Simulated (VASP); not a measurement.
Given:

```
CELL_PARAMETERS angstrom
      3.64739     0.00000     0.00000
      0.00000     3.64739     0.00000
      0.00000     0.00000     3.64739
ATOMIC_POSITIONS crystal
  La 0.00000 0.00000 0.00000
  P  0.50000 0.50000 0.50000
```

Level of theory: r2SCAN meta-GGA, VASP's PBE PAW potentials (set 64) (plane waves; VASP). Settings: 400 eV cut-off, 9×9×9 Γ-centred mesh, first-order Methfessel-Paxton smearing of 0.10 eV, potentials La P.

What does the run give for the energy per atom (σ→0), band gap (on the k-mesh) with the smallest direct gap where there is one?

```json
{
  "band gap (on the k-mesh)": "none (metal, semimetal or under 0.01 eV)",
  "energy per atom (σ→0)": "-20.767 eV/atom"
}
```

The structure was generated: LaP was put into the CsCl type (Pm-3m), which need not be its known phase. It was relaxed first, which changed the volume by +9 %. The start is the result of an earlier pass.
